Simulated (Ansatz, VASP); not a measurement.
**Cross-check of Ta between VASP and Ansatz**

One calculation is typed for both programs; each brings its own data sets. How far apart do they land? Of the first pair: The structure shown is the start of the Ansatz relaxation below; VASP solves that cell, so the two are compared at the walk's first step.

Method: plane waves, with VASP 6.6.1 beside it; PBEsol, in Ansatz 0.2.0.

## (1) The starting structure

The cell holds 4 atoms: 4 Ta. Its edges and angles: a = 3.303 Å, b = 2.860 Å, c = 21.007 Å, α = 90.0°, β = 90.0°, γ = 54.7°. It derives from Ta. As first built, before any earlier steps moved the atoms or strained the cell (in the runner's words): stoichiometric True; symmetric True; series ['metal Ta110', 4, 'layers']. Vacuum lies along c.

As a file:

```cif
data_structure
_symmetry_space_group_name_H-M 'P 1'
_symmetry_Int_Tables_number 1
_cell_length_a 3.3030
_cell_length_b 2.8605
_cell_length_c 21.0067
_cell_angle_alpha 90.000
_cell_angle_beta 90.000
_cell_angle_gamma 54.736
_cell_volume 162.05
loop_
_atom_site_label
_atom_site_type_symbol
_atom_site_fract_x
_atom_site_fract_y
_atom_site_fract_z
_atom_site_occupancy
Ta1 Ta 0.00000 0.00000 0.66677 1
Ta2 Ta 0.50000 0.00000 0.55559 1
Ta3 Ta 0.00000 0.00000 0.44441 1
Ta4 Ta 0.50000 0.00000 0.33323 1
```

## (2) Ansatz: relaxation, PBEsol

Ansatz runs on its PAW soft_1 files.

The two programs are compared at the cell with which this relaxation starts, whose forces are those of its first step.

File input.yaml:

```yaml
crystal:
  lattice:
    - [3.303, 0.0, 0.0]
    - [1.6515, 2.3355736983, 0.0]
    - [0.0, 0.0, 21.0067210948]
  atoms:
    - { symbol: Ta, position: [0.0, 0.0, 0.666773317] }
    - { symbol: Ta, position: [0.5, 0.0, 0.555591106] }
    - { symbol: Ta, position: [0.0, 0.0, 0.444408894] }
    - { symbol: Ta, position: [0.5, 0.0, 0.333226683] }
kpoints:
  mp_grid: { grid: [12, 12, 1] }
scf:
  occupations: { method: fermi_dirac, width: 0.05 }
  n_extra_bands: 8
hamiltonian:
  xc: pbesol
  pseudopotentials: { kind: paw, azcp: { folder: soft_1 }, xc_functional: pbe }
output:
  forces: true
  write_potential: true
  volumetric_format: []
relax:
  f_tol: 0.03
  max_steps: 45
  constraints: [{ sites: [1, 2] }]
```

On the command line:

```bash
> ansatz run input.yaml --threads 4 --pin off --max-ram 11264MiB --backend cpu --events-out ev --progress --plain --runs-dir out
```

Numbers of over 12 decimals in the logs are rounded to 6 here.

The log of the run:

```text
scf.n_extra_bands = 8 over 26 filled bands (N_el = 52.0): the run solves 34 bands
Engine: ansatz 0.2.0, aarch64-unknown-linux-gnu
Pseudopotentials: kind: paw
Pseudopotential: Ta, paw, valence charge 13, recommended cutoff 420 eV (normal), soft_1/Ta.paw.azcp
Functional definition: PBEsol
  exchange = pbesol_x
  correlation = pbesol_c
Crystal: 4 atoms, lattice volume = 162.054 Å³
Basis set: ecut = 420 eV, 3205 PW (Γ), exchange–correlation on 48×40×288 points (8 copies of the dense FFT grid, shifted against one another)
Bands: 34, of which v1, the nominal top of the filled ones, is band 26 counted from 1 (25 counted from 0)
Symmetry: 8 space group operations
Space group: Cmme (ITA 67), of the structure as read, at distance tolerance 5.5e-5 Å
k-points: 43 of 144
Non-local potential: Ta, projectors of the file, l = 0: 3, l = 1: 2, l = 2: 2, l = 3: 1
PAW form: soft (Blöchl's): semilocal exchange-correlation on the pseudo side does not see the compensation charge
PAW frozen core: Ta, regenerated for the run's functional, and the local potential with it (the file was generated under x = pbe(κ = 0.804, μ = 0.219515), c = pbe(β = 0.066725))
PAW one-centre angular grid: Ta, 590 points (default); XC on 64 Gauss nodes
Initial density: superposition of atomic densities (neutral atoms: chi_scale 0, normalization atom)
Initial wavefunctions: pseudopotential atomic-orbital guess
Functional: x = pbesol(κ = 0.804, μ = 0.123457), c = pbesol(β = 0.046)
SCF iter   1: F=—  HF=-39230.005883 eV  |F-HF|=—  |Δ(HF+E_count)|=         —  Δρ=4.48e-2  dr2=4.39e1  ethr=3.10e-3  ⟨swp⟩=8.1  Hψ=7061  notcnv=0  defer=1
preconditioner: auto → LDOS  [metal: Δε(μ)=0.016 eV  Ē_g=4.907 eV  σ=0.050 eV  W_gap=0.08  n_scr=14 (ndim 8)  ℏωp=13.0 eV  f_vac=0.461  D(μ)=4.62/eV (n_scr^D=14)  β→1.0]
SCF iter   2: F=—  HF=-39227.637921 eV  |F-HF|=—  |Δ(HF+E_count)|=    2.37e0  Δρ=2.66e-2  dr2=1.43e1  ethr=3.10e-3  ⟨swp⟩=3.8  Hψ=3507  notcnv=0  defer=62
SCF iter   3: F=—  HF=-39227.052717 eV  |F-HF|=—  |Δ(HF+E_count)|=   5.85e-1  Δρ=5.43e-3  dr2=6.13e-1  ethr=3.10e-3  ⟨swp⟩=3.6  Hψ=3031  notcnv=0  defer=56
SCF iter   4: F=—  HF=-39227.027615 eV  |F-HF|=—  |Δ(HF+E_count)|=   2.51e-2  Δρ=1.39e-3  dr2=6.02e-3  ethr=1.18e-3  ⟨swp⟩=2.0  Hψ=1790  notcnv=0  defer=57
SCF iter   5: F=—  HF=-39227.025364 eV  |F-HF|=—  |Δ(HF+E_count)|=   2.25e-3  Δρ=6.17e-4  dr2=6.27e-3  ethr=1.16e-5  ⟨swp⟩=2.9  Hψ=2887  notcnv=0  defer=57
SCF iter   6: F=—  HF=-39227.025227 eV  |F-HF|=—  |Δ(HF+E_count)|=   1.37e-4  Δρ=2.02e-4  dr2=3.83e-4  ethr=1.16e-5  ⟨swp⟩=1.0  Hψ=1405  notcnv=0  defer=57
SCF iter   7: F=-39227.025220 eV  HF=-39227.025221 eV  |F-HF|=1.25e-6  |Δ(HF+E_count)|=   5.75e-6  Δρ=5.30e-5  dr2=1.31e-5  ethr=4.33e-8  ⟨swp⟩=12.6  Hψ=13619  notcnv=0
SCF 1 converged in 7 iterations: F = -39227.025220 eV  dr2 = 1.31e-5
  greatest PAW one-centre occupation: 0.999 electrons in one spin orbital (limit 2), on the Ta atom at site 2 (counted from 0), in its partial waves of l = 0
relax step   1: F+E_penalty+E_count = -39227.02522022 eV  Δ(F+E_penalty+E_count) = +0.000e0 eV  max|allowed force component| = 7.169e-1 eV/Å  Δτ_max = 0.0000 Å  (7 SCF iters, dr2 threshold 2.25e-5 eV, accepted)
[...]
relax step   2: F+E_penalty+E_count = -39227.11944618 eV  Δ(F+E_penalty+E_count) = -9.423e-2 eV  max|allowed force component| = 3.128e-1 eV/Å  Δτ_max = 0.1950 Å  (6 SCF iters, dr2 threshold 3.21e-5 eV, accepted)
[...]
relax step   3: F+E_penalty+E_count = -39227.13538354 eV  Δ(F+E_penalty+E_count) = -1.594e-2 eV  max|allowed force component| = 3.118e-2 eV/Å  Δτ_max = 0.0477 Å  (6 SCF iters, dr2 threshold 6.12e-6 eV, accepted)
[...]
relax step   4: F+E_penalty+E_count = -39227.13556125 eV  Δ(F+E_penalty+E_count) = -1.777e-4 eV  max|allowed force component| = 2.556e-3 eV/Å  Δτ_max = 0.0053 Å  (6 SCF iters, accepted)
NSCF: frozen V_eff on 43 k-points
the band table was solved once a step of the walk had ended and its energy, with any forces and stress, was formed, with the checks that follow a solve (8279 applications of the Hamiltonian). They found nothing against the state; the energy, forces and stress were not computed again (output.eigenvalues in the input reference)
WARN: The output density's exchange-correlation potential varies sharply where the density is thin. Do not read a vacuum level from v_tot or v_xc, or from such a field of the output density. On a cell that repeats whose density bears no net charge and no dipole along the vacuum's axis use v_es (v_loc + v_h of the components); under efield.dipole_correction with no amplitude use v_es + v_field, which holds any externa [...]
SCF converged after 6 iterations
Free energy (F): -39227.135561 eV
Harris-Foulkes:  -39227.135561 eV  (|F-HF|=1.10e-8)
Internal energy: -39227.084334 eV  (E = F + TS)
E sigma→0 (E₀):  -39227.109948 eV
Entropy (-TS):   -0.051227 eV (-12.807 meV/atom)
Fermi energy:    5.644392 eV
--- Per-component energies (eV) ---
  E_band       = -1093.173858
  E_kinetic    = 1573.006201
  E_local      = -39390.144264  (includes V_loc(G=0)·N_el)
  E_nonlocal   = -34.536009
  E_hartree    = 19054.393511
  E_xc         = -1272.943772
  E_vxc        = -930.865060  (∫ρ·V_xc dr)
  E_paw        = -32724.875628  (= ΣΔE_a)
  E_vpaw       = -419.431752  (= ΣTr[D̂ρ^β])
  E_aug_tail   = 0.000400  (compensation charges beyond the density's cutoff)
  E_ewald      = 13567.160375
  E_core_change = 0.854851  (= ΣΔE_core)
  E_smearing   = -0.051227  (= −TS)
  E_closure    = -0.000000  (closes the sum)
  Σ components = -39227.135561   (vs F -39227.135561, Δ=0.00e0)
--- Forces (eV/Å), atoms counted from 1 ---
  atom   1  Ta     0.00000000     0.00000000     0.00255637
  atom   2  Ta     0.00000000     0.00000000    -0.15267246
  atom   3  Ta     0.00000000     0.00000000     0.15267246
  atom   4  Ta     0.00000000     0.00000000    -0.00255637
  max |Σ_I F_I| component: 6.51e-18 eV/Å
--- Band table (eV; the first three rows and the last of 43) ---
  k-point 0: bands = [... 22 lower, 5.0443, 5.4415, 5.4458, 6.1690, 6.1912, 6.4509, 6.4726, 7.2469, ... 4 higher]
  k-point 1: bands = [... 22 lower, 5.0432, 5.4468, 5.6933, 6.0435, 6.3123, 6.3161, 6.4468, 6.7099, ... 4 higher]
  k-point 2: bands = [... 22 lower, 5.1677, 5.3125, 5.4891, 5.7421, 6.1137, 6.3591, 6.6299, 6.6811, ... 4 higher]
  k-point 42: bands = [... 22 lower, 4.3124, 4.8374, 4.8634, 5.0397, 5.8353, 5.8512, 6.1081, 8.0353, ... 4 higher]
--- Relaxed structure (4 steps of the walk, 4 accepted, 0 SCFs on fresh bases) ---
  F+E_penalty+E_count = -39227.13556125 eV   max|allowed force component| = 2.556e-3 eV/Å
  atoms:
    - { symbol: Ta, position: [0, 0, 0.660012] }
    - { symbol: Ta, position: [0.5, 0.0, 0.555591106] }
    - { symbol: Ta, position: [0.0, 0.0, 0.444408894] }
    - { symbol: Ta, position: [0.5, 0.0, 0.339988] }
```

## (3) VASP: single point, PBEsol, start cell, pair 1

The same cell, functional, mesh and smearing now go to VASP, with its own data sets.

Lines of VASP's logs that name or quote its potential files are left out, and so is its time.

File INCAR:

```
SYSTEM = Ta
PREC = Accurate
ENCUT = 400
EDIFF = 1E-06
NELM = 120
ISMEAR = -1
SIGMA = 0.05
LREAL = .FALSE.
ALGO = Normal
GGA = PS
NBANDS = 28
LASPH = .TRUE.
LORBIT = 11
LWAVE = .FALSE.
LCHARG = .FALSE.
ISIF = 2
GGA_COMPAT = .FALSE.
KPAR = 2
```

File POSCAR:

```
Ta
1.0
    3.3030000000      0.0000000000      0.0000000000
    1.6515000000      2.3355736983      0.0000000000
    0.0000000000      0.0000000000     21.0067210948
Ta
4
Direct
    0.0000000000      0.0000000000      0.6667733121
    0.5000000000      0.0000000000      0.5555910866
    0.0000000000      0.0000000000      0.4444089089
    0.5000000000      0.0000000000      0.3332266834
```

File KPOINTS:

```
Automatic mesh
0
Gamma
12 12 1
0 0 0
```

PAW data sets: Ta_pv (PBE family, release 64).

On the command line:

```bash
> mpirun -np 2 vasp_std
```

The log of the run:

```text
[banner, memory and clock lines left out]
running    2 mpi-ranks, on    1 nodes
 distrk:  each k-point on    1 cores,    2 groups
 distr:  one band on    1 cores,    1 groups

 POSCAR found type information on POSCAR Ta
 POSCAR found :  1 types and       4 ions
|                                                                             |
|               ----> ADVICE to this user running VASP <----                  |
|                                                                             |
|     You enforced a specific xc type in the INCAR file but a different       |
|     [... a line on the potential file left out ...]
|     I HOPE YOU KNOW WHAT YOU ARE DOING!                                     |
|                                                                             |

 LDA part: xc-table for (Slater+PW92), standard interpolation
 POSCAR, INCAR and KPOINTS ok, starting setup
 FFT: planning ... GRIDC
 FFT: planning ... GRID_SOFT
 FFT: planning ... GRID
 WAVECAR not read
 entering main loop
       N       E                     dE             d eps       ncg     rms          rms(c)
DAV:   1     0.298376393394E+03    0.29838E+03   -0.23175E+04  3112   0.118E+03
DAV:   2    -0.385387496514E+02   -0.33692E+03   -0.33106E+03  2868   0.346E+02
DAV:   3    -0.511450747297E+02   -0.12606E+02   -0.12054E+02  3124   0.597E+01
DAV:   4    -0.516469438152E+02   -0.50187E+00   -0.49244E+00  3300   0.101E+01
DAV:   5    -0.516657714352E+02   -0.18828E-01   -0.18692E-01  3468   0.160E+00    0.260E+01
DAV:   6    -0.544125736421E+02   -0.27468E+01   -0.82683E+01  3224   0.408E+01    0.142E+01
DAV:   7    -0.532763935320E+02    0.11362E+01   -0.12915E+02  3148   0.318E+01    0.131E+01
DAV:   8    -0.477960641327E+02    0.54803E+01   -0.26639E+01  3176   0.171E+01    0.290E+00
DAV:   9    -0.476113367331E+02    0.18473E+00   -0.24619E+00  3328   0.826E+00    0.932E-01
DAV:  10    -0.476265463691E+02   -0.15210E-01   -0.16850E-01  3004   0.246E+00    0.843E-01
DAV:  11    -0.476116097140E+02    0.14937E-01   -0.70644E-02  2868   0.903E-01    0.272E-01
DAV:  12    -0.476122600506E+02   -0.65034E-03   -0.83724E-03  3436   0.360E-01    0.247E-01
DAV:  13    -0.476123082110E+02   -0.48160E-04   -0.31821E-03  2812   0.263E-01    0.823E-02
DAV:  14    -0.476123876145E+02   -0.79404E-04   -0.12013E-03  3236   0.228E-01    0.323E-02
DAV:  15    -0.476123993286E+02   -0.11714E-04   -0.21102E-04  2988   0.936E-02    0.189E-02
DAV:  16    -0.476123639672E+02    0.35361E-04   -0.10621E-04  2968   0.437E-02    0.118E-02
DAV:  17    -0.476123462912E+02    0.17676E-04   -0.12200E-05  2584   0.157E-02    0.926E-03
DAV:  18    -0.476123577866E+02   -0.11495E-04   -0.15335E-05  2648   0.242E-02    0.461E-03
DAV:  19    -0.476123815969E+02   -0.23810E-04   -0.30712E-06  2092   0.109E-02    0.260E-03
DAV:  20    -0.476124191379E+02   -0.37541E-04   -0.27493E-06  1980   0.458E-03    0.319E-03
DAV:  21    -0.476124353526E+02   -0.16215E-04   -0.11867E-06  1752   0.290E-03    0.703E-04
DAV:  22    -0.476124382518E+02   -0.28992E-05   -0.14443E-07  1592   0.154E-03    0.591E-04
DAV:  23    -0.476124392585E+02   -0.10066E-05   -0.53089E-08  1532   0.755E-04    0.345E-04
DAV:  24    -0.476124394206E+02   -0.16212E-06   -0.18446E-08  1496   0.722E-04
   1 F= -.47612439E+02 E0= -.47584868E+02  d E =-.551433E-01
```

From OUTCAR (step 3):

```text
ion  position               nearest neighbor table
   1  0.000  0.000  0.667-   2 2.86   2 2.86   2 3.30   2 3.30
   2  0.500  0.000  0.556-   3 2.86   3 2.86   1 2.86   1 2.86   3 3.30   3 3.30   1 3.30   1 3.30

  LATTYP: Found a base centered orthorhombic cell.
 ALAT       =     3.3030000000
 B/A-ratio  =     1.4142135624
 C/A-ratio  =     6.3598913396

 Subroutine GETGRP returns: Found  8 space group operations
 (whereof  4 operations were pure point group operations)

The static configuration has the point symmetry C_2v.
 The point group associated with its full space group is D_2h.

 Found     43 irreducible k-points:

   k-points           NKPTS =     43   k-points in BZ     NKDIM =     43   number of bands    NBANDS=     28

   dimension x,y,z NGX =    24 NGY =   20 NGZ =  140
   dimension x,y,z NGXF=    48 NGYF=   40 NGZF=  280

   ENCUT  =  400.0 eV  29.40 Ry    5.42 a.u.   5.39  4.66 34.26*2*pi/ulx,y,z

   NELECT =      44.0000    total number of electrons

 k-points in reciprocal lattice and weights: Automatic mesh
   0.00000000  0.00000000  0.00000000       0.007
   0.08333333  0.00000000  0.00000000       0.028
   0.16666667  0.00000000  0.00000000       0.028
   0.25000000  0.00000000  0.00000000       0.028
   0.33333333  0.00000000  0.00000000       0.028
   0.41666667  0.00000000  0.00000000       0.028
   0.50000000  0.00000000  0.00000000       0.014
   0.00000000  0.08333333  0.00000000       0.014
   0.16666667  0.08333333  0.00000000       0.014
[...]
-0.08333333  0.41666667  0.00000000       0.028
   0.00000000  0.50000000  0.00000000       0.007

 average (electrostatic) potential at core
       1 -42.2330       2 -41.7858       3 -41.7858       4 -42.2330

 E-fermi :  -0.1449

 k-point     1 :       0.0000    0.0000    0.0000
  band No.  band energies     occupation
    ...
     17      -1.6083      2.00000
     18      -1.2019      2.00000
     19      -0.6283      1.99987
     20      -0.5058      1.99854
     21      -0.3542      1.97007
     22       0.1307      0.00806
     23       0.2159      0.00147
     24       0.3677      0.00007
     25       0.9802      0.00000
     26       0.9843      0.00000
    ...

 k-point     2 :       0.0833    0.0000    0.0000
  band No.  band energies     occupation
    ...
     17      -1.5675      2.00000
     18      -1.1761      2.00000
     19      -0.7007      1.99997
     20      -0.5091      1.99863
     21      -0.3520      1.96873
     22      -0.0831      0.45054
     23       0.1610      0.00440
     24       0.4520      0.00001
     25       0.6958      0.00000
     26       1.0364      0.00000
    ...

 k-point     3 :       0.1667    0.0000    0.0000
  band No.  band energies     occupation
    ...
     19      -0.8791      2.00000
     20      -0.6334      1.99989
     21      -0.5174      1.99884
     22      -0.3466      1.96526
     23      -0.1389      0.94068
     24       0.0707      0.02650
     25       0.9410      0.00000
     26       1.2480      0.00000
     27       2.6453      0.00000
     28       2.7912      0.00000

  Total       -5.8757680     -6.1242704     -4.2136295      0.0000000      0.0000000      0.0000000
  in kB      -58.0917955    -60.5486576    -41.6587765      0.0000000      0.0000000      0.0000000
  external PRESSURE =     -53.4330765 kB  Pullay stress =       0.0000000 kB

  energy-cutoff  :      400.00
  volume of cell :      162.05
      direct lattice vectors                 reciprocal lattice vectors
     3.303000000  0.000000000  0.000000000     0.302755071 -0.214080164  0.000000000
     1.651500000  2.335573698  0.000000000     0.000000000  0.428160328  0.000000000
     0.000000000  0.000000000 21.006721095     0.000000000  0.000000000  0.047603812

 POSITION                                       TOTAL-FORCE (eV/Angst)
 -----------------------------------------------------------------------------------
      0.00000      0.00000     14.00672        -0.000000      0.000000     -0.713639
      1.65150      0.00000     11.67115         0.000000      0.000000      0.353508
      0.00000      0.00000      9.33557        -0.000000      0.000000     -0.353508
      1.65150      0.00000      7.00000         0.000000      0.000000      0.713639
 -----------------------------------------------------------------------------------
    total drift:                                0.000000      0.000000      0.000134

  FREE ENERGIE OF THE ION-ELECTRON SYSTEM (eV)
  ---------------------------------------------------
  free  energy   TOTEN  =       -47.6124394206 eV

  energy  without entropy=      -47.5572961342  energy(sigma->0) =      -47.58486778

 total charge
# of ion       s       p       d       tot
------------------------------------------
    1        0.374   6.087   2.372   8.833
    2        0.368   6.178   2.368   8.915
    3        0.368   6.178   2.368   8.915
    4        0.374   6.087   2.372   8.833
--------------------------------------------------
tot          1.485  24.530   9.481  35.496

[... 3 further parts left out ...]
```

## (4) Side by side

Known differences besides the potentials themselves: the data sets hold 52 valence electrons in Ansatz (on its PAW soft_1 files) and 44 in VASP; the cutoff is 420 eV in Ansatz and 400 eV in VASP; Ansatz makes its cores anew for this functional, VASP keeps those of its PBE data sets. Total energies have different zeros and are not compared.

Forces (eV/Å; atoms numbered as in POSCAR):

```csv
atom,"Ansatz x, y, z","VASP x, y, z"
Ta1,"0.000, 0.000, -0.717","0.000, 0.000, -0.714"
Ta2,"0.000, 0.000, 0.348","0.000, 0.000, 0.354"
Ta3,"0.000, 0.000, -0.348","0.000, 0.000, -0.354"
Ta4,"0.000, 0.000, 0.717","0.000, 0.000, 0.714"
```

The forces differ by 2.5 meV/Å r.m.s., which is 0.8 % of the r.m.s. force of 0.325 eV/Å (both taken over all components). Where the cell holds vacuum, a pressure given here is an average over it and none of the material.

## (5) Ansatz: relaxation, PBEsol

This run makes the geometry at which the two programs are then compared.

The structure compared here is the end of the Ansatz relaxation.

This is the run of step 2 again, met here at its other cell.

[end of part 1 of 2]

[Lines on the potential files, build, host, timing and source positions are cut from VASP's logs without a mark.]

[Logs are printed without paths, hosts, clocks, repeated set-up lines and the standing remarks that a program may print on its own settings, such as how far it seeks lower states.]

[Hosts, paths, dates, database ids (printed as entryN), source tags and the programs' standing remarks are cut or masked in the printed files.]
